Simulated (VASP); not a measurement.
Method: PBE GGA, VASP's PBE PAW potentials (set 64) (plane waves; VASP).

VASP input:

### KPOINTS
```
Automatic
0
Gamma
  1 1 1
0 0 0
```

### POSCAR
```
S atom
13.0
  0.9230769231   0.0000000000   0.0000000000
  0.0000000000   0.9615384615   0.0000000000
  0.0000000000   0.0000000000   1.0000000000
S
1
Direct
  0.0000000000   0.0000000000   0.0000000000
```

**INCAR**
```
! general
SYSTEM   =  S atom
PREC     =  Normal
ENCUT    =  520
LREAL    =  .FALSE.
LASPH    =  .TRUE.
ISYM     =  0

! electronic loop
EDIFF    =  1E-6
NELM     =  200
ALGO     =  All

! smearing
ISMEAR   =  0
SIGMA    =  0.01

! functional
GGA      =  PE

! spin
ISPIN    =  2
MAGMOM   =  2
NUPDOWN  =  2

! output
LWAVE    =  .FALSE.
LCHARG   =  .FALSE.
LORBIT   =  10
```

POTCAR, in this order: S (PBE.64 set). Program: vasp_gam. Read from the step before: WAVECAR.

What VASP printed:

**OUTCAR**
```
 ion  position               nearest neighbor table
   1  0.000  0.000  0.000-
 Subroutine IBZKPT returns following result:
 Found      1 irreducible k-points:

 Following reciprocal coordinates:
            Coordinates               Weight
  0.000000  0.000000  0.000000      1.000000
   k-points           NKPTS =      1   k-points in BZ     NKDIM =      1   number of bands    NBANDS=      8
   number of dos      NEDOS =    301   number of ions     NIONS =      1
   total plane-waves  NPLWV = 392000
   dimension x,y,z NGX =    70 NGY =   70 NGZ =   80
   dimension x,y,z NGXF=   140 NGYF=  140 NGZF=  160
   ions per type =               1
   PREC   = normal    normal or accurate (medium, high low for compatibility)
   ISTART =      1    job   : 0-new  1-cont  2-samecut
   ICHARG =      0    charge: 1-file 2-atom 10-const
   ISPIN  =      2    spin polarized calculation?
   LNONCOLLINEAR =      F non collinear calculations
   LSORBIT =      F    spin-orbit coupling
   INIWAV =      1    electr: 0-lowe 1-rand  2-diag
   ENCUT  =  520.0 eV  38.22 Ry    6.18 a.u.  22.31 23.24 24.17*2*pi/ulx,y,z
   NELM   =    200;   NELMIN=  2; NELMDL=  0     # of ELM steps
   EDIFF  = 0.1E-05   stopping-criterion for ELM
   LREAL  =      F    real-space projection
   NLSPLINE    = F    spline interpolate recip. space projectors
   LMAXMIX     =    2 max onsite mixed and CHGCAR
   VOSKOWN=      0    Vosko Wilk Nusair interpolation
   EDIFFG = 0.1E-04   stopping-criterion for IOM
   NSW    =      0    number of steps for IOM
   NBLOCK =      1;   KBLOCK =      1    inner block; outer block
   IBRION =     -1    ionic relax: 0-MD 1-quasi-New 2-CG
   NFREE  =      0    steps in history (QN), initial steepest desc. (CG)
   ISIF   =      2    stress and relaxation
   ISYM   =      0    0-nonsym 1-usesym 2-fastsym
   TEIN   =    0.0    initial temperature
   TEBEG  =    0.0;   TEEND  =   0.0 temperature during run
   SMASS  =  -3.00    Nose mass-parameter (am)
   PSTRESS=    0.0 pullay stress
   NELECT =       6.0000    total number of electrons
...
```

OSZICAR:
```
       N       E                     dE             d eps       ncg     rms           ort
SDA:   1    -0.879059593847E+00   -0.87906E+00    0.00000E+00     8   0.369E-07   0.000E+00
SDA:   2    -0.879059730428E+00   -0.13658E-06   -0.13682E-06     8   0.244E-05   0.267E-06
SDA:   3    -0.879073200107E+00   -0.13470E-04   -0.13470E-04     8   0.239E-03   0.242E-04
SDA:   4    -0.880694959538E+00   -0.16218E-02   -0.16218E-02     8   0.276E-01   0.259E-02
CGA:   5    -0.103916339670E+01   -0.15847E+00   -0.16228E+00     8   0.470E-01   0.568E-02
CGA:   6    -0.106424643268E+01   -0.25083E-01   -0.25087E-01     8   0.213E-01   0.189E-05
CGA:   7    -0.107014816297E+01   -0.59017E-02   -0.59053E-02     8   0.644E-02  -0.121E-04
CGA:   8    -0.107259062753E+01   -0.24425E-02   -0.24428E-02     8   0.197E-02   0.965E-06
CGA:   9    -0.107322279982E+01   -0.63217E-03   -0.63235E-03     8   0.562E-03   0.929E-06
CGA:  10    -0.107341460761E+01   -0.19181E-03   -0.19180E-03     8   0.132E-03  -0.330E-07
CGA:  11    -0.107345888456E+01   -0.44277E-04   -0.44271E-04     8   0.298E-04  -0.443E-07
CGA:  12    -0.107346952886E+01   -0.10644E-04   -0.10641E-04     8   0.824E-05  -0.313E-07
CGA:  13    -0.107347246125E+01   -0.29324E-05   -0.29246E-05     8   0.247E-05  -0.880E-07
CGA:  14    -0.107347352696E+01   -0.10657E-05   -0.10659E-05     8   0.105E-05  -0.689E-08
CGA:  15    -0.107347404141E+01   -0.51445E-06   -0.51474E-06     8   0.471E-06  -0.185E-09
   1 F= -.10734740E+01 E0= -.10734740E+01  d E =-.732655E-14  mag=     2.0000
```

### OUTCAR
```
------------------------ aborting loop because EDIFF is reached ----------------------------------------
  FORCE on cell =-STRESS in cart. coord.  units (eV):
  Direction    XX          YY          ZZ          XY          YZ          ZX
  --------------------------------------------------------------------------------------
  Total       -0.0078482     -0.0085989     -0.0090832      0.0001057      0.0001466      0.0004126
  in kB       -0.0064483     -0.0070651     -0.0074630      0.0000869      0.0001205      0.0003390
  external PRESSURE =      -0.0069922 kB  Pullay stress =       0.0000000 kB
  volume of cell :     1950.00
      direct lattice vectors                 reciprocal lattice vectors
    12.000000000  0.000000000  0.000000000     0.083333333  0.000000000  0.000000000
     0.000000000 12.500000000  0.000000000     0.000000000  0.080000000  0.000000000
     0.000000000  0.000000000 13.000000000     0.000000000  0.000000000  0.076923077
 POSITION                                       TOTAL-FORCE (eV/Angst)
 -----------------------------------------------------------------------------------
      0.00000      0.00000      0.00000        -0.000000     -0.000000      0.000000
 -----------------------------------------------------------------------------------
    total drift:                               -0.000000     -0.000000      0.000000
  FREE ENERGIE OF THE ION-ELECTRON SYSTEM (eV)
  ---------------------------------------------------
  free  energy   TOTEN  =        -1.0734740414 eV

  energy  without entropy=       -1.0734740414  energy(sigma->0) =       -1.07347404

 total charge

# of ion       s       p       d       tot
------------------------------------------
    1        1.397   2.097   0.000   3.493

 magnetization (x)

# of ion       s       p       d       tot
------------------------------------------
    1        0.026   1.090   0.000   1.117
```
(Selected blocks of OUTCAR.)

The atom may not be in its lowest state.

The cell is a free atom in a box.
